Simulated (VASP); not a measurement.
Method: PBE GGA, VASP's PBE PAW potentials (set 64) (plane waves; VASP).

VASP input:

POSCAR:
```
Gd
1
    3.6463880000     0.0000000000     0.0000000000
   -1.8231940000     3.1578640000     0.0000000000
    0.0000000000     0.0000000000    11.7322780000
Gd
4
Direct
  0.0000000000   0.0000000000   0.0000000000
  0.0000000000   0.0000000000   0.5000000000
  0.3333330000   0.6666670000   0.2500000000
  0.6666670000   0.3333330000   0.7500000000
```

### KPOINTS
```
Automatic mesh
0
Gamma
6 6 2
0 0 0
```

INCAR:
```
SYSTEM = Gd
PREC = Accurate
ENCUT = 300
EDIFF = 1E-6
NELM = 100
ALGO = Normal
LREAL = .FALSE.
LASPH = .TRUE.
ISMEAR = -1
SIGMA = 0.1
GGA = PE
LMAXMIX = 6
LWAVE = .FALSE.
LCHARG = .FALSE.
ISIF = 2
ISPIN = 2
MAGMOM = 7.0 7.0 7.0 7.0
LORBIT = 11
```

POTCAR, in this order: Gd (PBE.64 set). Program: vasp_std.

What VASP printed:

OSZICAR:
```
       N       E                     dE             d eps       ncg     rms          rms(c)
DAV:   1     0.659446267512E+03    0.65945E+03   -0.16092E+04  3920   0.230E+03
DAV:   2     0.165048306846E+03   -0.49440E+03   -0.40221E+03  3872   0.352E+02
DAV:   3    -0.433309116083E+01   -0.16938E+03   -0.15873E+03  3526   0.172E+02
DAV:   4    -0.338711565705E+02   -0.29538E+02   -0.29072E+02  5512   0.690E+01
DAV:   5    -0.377063856319E+02   -0.38352E+01   -0.38002E+01  5734   0.282E+01    0.790E+01
DAV:   6    -0.610861346606E+02   -0.23380E+02   -0.50424E+01  3961   0.938E+01    0.136E+02
DAV:   7    -0.481696077448E+02    0.12917E+02   -0.36733E+01  4269   0.780E+01    0.665E+01
DAV:   8    -0.470676683967E+02    0.11019E+01   -0.63225E+00  4318   0.272E+01    0.406E+01
DAV:   9    -0.465875004145E+02    0.48017E+00   -0.51216E+00  3964   0.197E+01    0.443E+01
DAV:  10    -0.729426621708E+02   -0.26355E+02   -0.31618E+01  4279   0.431E+01    0.136E+02
DAV:  11    -0.657483556532E+02    0.71943E+01   -0.47036E+00  4664   0.125E+01    0.124E+02
DAV:  12    -0.628495131440E+02    0.28988E+01   -0.14370E+01  4438   0.112E+01    0.115E+02
DAV:  13    -0.500294330381E+02    0.12820E+02   -0.84466E+00  4144   0.123E+01    0.492E+01
DAV:  14    -0.481365969327E+02    0.18928E+01   -0.10303E+00  5236   0.124E+01    0.359E+01
DAV:  15    -0.472234451209E+02    0.91315E+00   -0.54593E-01  5146   0.520E+00    0.242E+01
DAV:  16    -0.467955230433E+02    0.42792E+00   -0.21676E-01  5307   0.353E+00    0.206E+01
DAV:  17    -0.466888869941E+02    0.10664E+00   -0.82036E-02  5332   0.188E+00    0.199E+01
DAV:  18    -0.464963105885E+02    0.19258E+00   -0.24204E-01  4806   0.252E+00    0.167E+01
DAV:  19    -0.465252105459E+02   -0.28900E-01   -0.82812E-02  5232   0.158E+00    0.166E+01
DAV:  20    -0.465477118106E+02   -0.22501E-01   -0.10772E-02  5707   0.124E+00    0.164E+01
DAV:  21    -0.465500954156E+02   -0.23836E-02   -0.37383E-03  5766   0.686E-01    0.156E+01
DAV:  22    -0.464798404778E+02    0.70255E-01   -0.11296E-01  5168   0.468E+00    0.104E+01
DAV:  23    -0.462710246480E+02    0.20882E+00   -0.15451E-01  4972   0.424E+00    0.635E+00
DAV:  24    -0.463605643332E+02   -0.89540E-01   -0.42480E-02  4884   0.145E+00    0.542E+00
DAV:  25    -0.464194558999E+02   -0.58892E-01   -0.27825E-02  5158   0.143E+00    0.542E+00
DAV:  26    -0.464563398152E+02   -0.36884E-01   -0.84754E-03  5248   0.139E+00    0.449E+00
DAV:  27    -0.464689621699E+02   -0.12622E-01   -0.42413E-03  5186   0.107E+00    0.371E+00
DAV:  28    -0.465107233037E+02   -0.41761E-01   -0.76973E-03  5471   0.817E-01    0.310E+00
DAV:  29    -0.465398350854E+02   -0.29112E-01   -0.20414E-02  5020   0.213E+00    0.213E+00
DAV:  30    -0.465394729079E+02    0.36218E-03   -0.77196E-03  5028   0.686E-01    0.248E+00
DAV:  31    -0.465398720361E+02   -0.39913E-03   -0.10299E-03  5424   0.217E-01    0.252E+00
DAV:  32    -0.465400111875E+02   -0.13915E-03   -0.92988E-05  5688   0.674E-02    0.250E+00
DAV:  33    -0.465387570161E+02    0.12542E-02   -0.18626E-04  4650   0.275E-01    0.217E+00
DAV:  34    -0.465393096464E+02   -0.55263E-03   -0.30081E-04  4971   0.291E-01    0.183E+00
DAV:  35    -0.465395847421E+02   -0.27510E-03   -0.72702E-04  4711   0.497E-01    0.210E+00
DAV:  36    -0.465391889481E+02    0.39579E-03   -0.29571E-04  5332   0.241E-01    0.204E+00
DAV:  37    -0.465388924695E+02    0.29648E-03   -0.93359E-05  5395   0.257E-01    0.206E+00
DAV:  38    -0.465379112589E+02    0.98121E-03   -0.47127E-04  4454   0.769E-01    0.195E+00
DAV:  39    -0.465375820705E+02    0.32919E-03   -0.58389E-04  4467   0.786E-01    0.178E+00
DAV:  40    -0.465375806937E+02    0.13768E-05   -0.46749E-04  4880   0.112E-01    0.187E+00
DAV:  41    -0.465376014111E+02   -0.20717E-04   -0.39505E-05  4735   0.517E-02    0.185E+00
DAV:  42    -0.465375956198E+02    0.57913E-05   -0.10225E-05  4231   0.136E-02    0.185E+00
DAV:  43    -0.465375584151E+02    0.37205E-04   -0.10978E-06  2440   0.324E-02    0.183E+00
DAV:  44    -0.465373927361E+02    0.16568E-03   -0.10676E-04  4499   0.289E-01    0.158E+00
DAV:  45    -0.465372448851E+02    0.14785E-03   -0.10426E-04  4696   0.227E-01    0.137E+00
DAV:  46    -0.465372582470E+02   -0.13362E-04   -0.75517E-05  4782   0.278E-01    0.128E+00
DAV:  47    -0.465372703092E+02   -0.12062E-04   -0.10797E-04  5239   0.116E-01    0.125E+00
DAV:  48    -0.465372794190E+02   -0.91099E-05   -0.24115E-05  4952   0.785E-02    0.115E+00
DAV:  49    -0.465373004530E+02   -0.21034E-04   -0.48653E-05  5037   0.688E-02    0.109E+00
DAV:  50    -0.465373224371E+02   -0.21984E-04   -0.27800E-05  5018   0.811E-02    0.101E+00
DAV:  51    -0.465376474035E+02   -0.32497E-03   -0.17402E-04  4113   0.475E-01    0.852E-01
DAV:  52    -0.465377817711E+02   -0.13437E-03   -0.12341E-04  5087   0.144E-01    0.993E-01
DAV:  53    -0.465378240012E+02   -0.42230E-04   -0.81596E-05  4916   0.675E-02    0.111E+00
DAV:  54    -0.465378533080E+02   -0.29307E-04   -0.39361E-05  4795   0.284E-02    0.117E+00
DAV:  55    -0.465378733741E+02   -0.20066E-04   -0.25075E-06  2488   0.152E-02    0.119E+00
DAV:  56    -0.465367475235E+02    0.11259E-02   -0.13240E-03  4076   0.137E+00    0.379E-01
DAV:  57    -0.465367272917E+02    0.20232E-04   -0.55539E-04  4947   0.551E-01    0.979E-01
DAV:  58    -0.465367576050E+02   -0.30313E-04   -0.17253E-04  5478   0.244E-01    0.130E+00
DAV:  59    -0.465367732452E+02   -0.15640E-04   -0.11645E-04  4973   0.549E-02    0.136E+00
DAV:  60    -0.465367733173E+02   -0.72047E-07   -0.16140E-05  4068   0.216E-02    0.123E+00
DAV:  61    -0.465367762158E+02   -0.28986E-05   -0.10786E-06  2080   0.379E-02    0.122E+00
DAV:  62    -0.465367548542E+02    0.21362E-04   -0.20189E-05  3795   0.157E-01    0.930E-01
DAV:  63    -0.465367493405E+02    0.55137E-05   -0.24462E-05  4297   0.166E-01    0.604E-01
DAV:  64    -0.465367629668E+02   -0.13626E-04   -0.11761E-05  4348   0.398E-02    0.630E-01
DAV:  65    -0.465367640365E+02   -0.10697E-05   -0.45532E-06  3541   0.751E-02    0.604E-01
DAV:  66    -0.465367663691E+02   -0.23326E-05   -0.14709E-06  2030   0.354E-02    0.604E-01
DAV:  67    -0.465367675514E+02   -0.11823E-05   -0.12678E-06  2565   0.167E-02    0.549E-01
DAV:  68    -0.465367688715E+02   -0.13201E-05   -0.12437E-06  2390   0.285E-02    0.497E-01
DAV:  69    -0.465367710810E+02   -0.22095E-05   -0.15179E-06  2613   0.226E-02    0.431E-01
DAV:  70    -0.465367711634E+02   -0.82402E-07   -0.84347E-07  1781   0.262E-02
   1 F= -.46536771E+02 E0= -.46358045E+02  d E =-.357452E+00  mag=    29.6596
```

OUTCAR:
```
------------------------ aborting loop because EDIFF is reached ----------------------------------------
  FORCE on cell =-STRESS in cart. coord.  units (eV):
  Direction    XX          YY          ZZ          XY          YZ          ZX
  --------------------------------------------------------------------------------------
  Total       -0.3450605     -0.3450604     -0.2027761      0.0000000      0.0000000      0.0000000
  in kB       -4.0922973     -4.0922956     -2.4048545      0.0000000      0.0000000      0.0000000
  external PRESSURE =      -3.5298158 kB  Pullay stress =       0.0000000 kB
  volume of cell :      135.09
      direct lattice vectors                 reciprocal lattice vectors
     3.646388000  0.000000000  0.000000000     0.274243992  0.158334874  0.000000000
    -1.823194000  3.157864000  0.000000000     0.000000000  0.316669749  0.000000000
     0.000000000  0.000000000 11.732278000     0.000000000  0.000000000  0.085234939
 POSITION                                       TOTAL-FORCE (eV/Angst)
 -----------------------------------------------------------------------------------
      0.00000      0.00000      0.00000         0.000000      0.000000      0.000000
      0.00000      0.00000      5.86614         0.000000      0.000000      0.000000
     -0.00000      2.10524      2.93307         0.000000      0.000000      0.000000
      1.82320      1.05262      8.79921        -0.000000     -0.000000     -0.000000
 -----------------------------------------------------------------------------------
    total drift:                                0.000000     -0.000000      0.000000
  FREE ENERGIE OF THE ION-ELECTRON SYSTEM (eV)
  ---------------------------------------------------
  free  energy   TOTEN  =       -46.5367711634 eV

  energy  without entropy=      -46.1793191603  energy(sigma->0) =      -46.35804516

 total charge

# of ion       s       p       d       f       tot
--------------------------------------------------
    1        2.070   5.544   0.544   7.035  15.193
    2        2.070   5.544   0.544   7.035  15.193
    3        2.071   5.545   0.543   7.033  15.193
    4        2.071   5.545   0.543   7.033  15.193
--------------------------------------------------
tot          8.283  22.177   2.175  28.136  60.771

 magnetization (x)

# of ion       s       p       d       f       tot
--------------------------------------------------
    1        0.003  -0.046   0.180   6.769   6.906
    2        0.003  -0.046   0.180   6.769   6.906
    3        0.002  -0.045   0.169   6.770   6.896
    4        0.002  -0.045   0.169   6.770   6.896
--------------------------------------------------
tot          0.010  -0.182   0.698  27.078  27.604
```
(Selected blocks of OUTCAR.)

At this cut-off the stress carries a Pulay error, which pulls relaxed volumes low.

The structure was generated: Gd was put into an ordered model structure, which need not be its known phase. The cell was not relaxed at this level. The k-mesh is coarse (spacing up to 0.33 per Å, 2π included), so the numbers may not be converged in it. The run is one of a series of settings (KPOINTS 6×6×2 Γ-centred mesh against the base run), some of them coarse on purpose.
